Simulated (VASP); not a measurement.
An input for Quantum ESPRESSO's pw.x (written as the equivalent of a VASP run, and not itself run):

```
&CONTROL
  calculation = 'vc-relax'
  pseudo_dir = './pseudo'
  outdir = './out'
  tprnfor = .true.
  tstress = .true.
  nstep = 30
  forc_conv_thr = 0.00039
/
&SYSTEM
  ibrav = 0
  nat = 5
  ntyp = 2
  ecutwfc = 84
  occupations = 'smearing'
  smearing = 'gaussian'
  degauss = 0.003675
  input_dft = 'vdw-df-ob86'
/
&ELECTRONS
  conv_thr = 7.3e-09
  electron_maxstep = 100
/
&IONS
/
&CELL
  cell_dofree = 'shape'
/
ATOMIC_SPECIES
  Mg 24.305 Mg.upf
  Sb 121.760 Sb.upf
CELL_PARAMETERS angstrom
     2.2634290   -3.9203742    0.0000000
     2.2634290    3.9203742    0.0000000
     0.0000000    0.0000000    7.1558427
ATOMIC_POSITIONS crystal
  Mg   1.0000000  0.0000000  1.0000000
  Mg   0.3333330  0.6666670  0.6326895
  Mg   0.6666670  0.3333330  0.3673105
  Sb   0.3333330  0.6666670  0.2252080
  Sb   0.6666670  0.3333330  0.7747920
K_POINTS automatic
  6 6 3 0 0 0
```

Task: Write the VASP files for the same calculation (optB86b-vdW).

Result: Several could match; the one computed here: 
**KPOINTS**
```
Automatic mesh
0
Gamma
6 6 3
0 0 0
```

INCAR:
```
AGGAC  =  0.0
ALGO  =  Normal
EDIFF  =  1E-7
EDIFFG  =  -0.01
ENCUT  =  520
GGA  =  MK
IBRION  =  2
ISIF  =  4
ISMEAR  =  0
LASPH  =  .True.
LCHARG  =  .False.
LMAXMIX  =  4
LREAL  =  .False.
LUSE_VDW  =  .True.
LWAVE  =  .False.
NELM  =  100
NSW  =  30
PARAM1  =  0.1234
PARAM2  =  1.0
PREC  =  Accurate
SIGMA  =  0.05
SYSTEM  =  Mg3Sb2
```

### POSCAR
```
Mg3Sb2
1
    2.2634289866    -3.9203741625     0.0000000000
    2.2634289866     3.9203741625     0.0000000000
    0.0000000000     0.0000000000     7.1558427243
Mg Sb
3 2
Direct
  1.0000000000   0.0000000000   1.0000000000
  0.3333330000   0.6666670000   0.6326894535
  0.6666670000   0.3333330000   0.3673105465
  0.3333330000   0.6666670000   0.2252080011
  0.6666670000   0.3333330000   0.7747919989
```

POTCAR, in this order: Mg Sb (PBE.64 set). Program: vasp_std.

Limits of the translation: the potentials are each code's own (VASP's PAW set, PseudoDojo norm-conserving files in pw.x), so ENCUT and ecutwfc are chosen apart and not converted; conv_thr bounds pw.x's estimated SCF error, while EDIFF bounds the energy change between steps; forc_conv_thr acts on force components and is met together with etot_conv_thr.

The compound is Mg3Sb2 in the a-la2o3 structure. This cell is one point of a volume scan, at 0.97 of the reference volume. Symmetry was kept, so distortions that lower it aren't found.
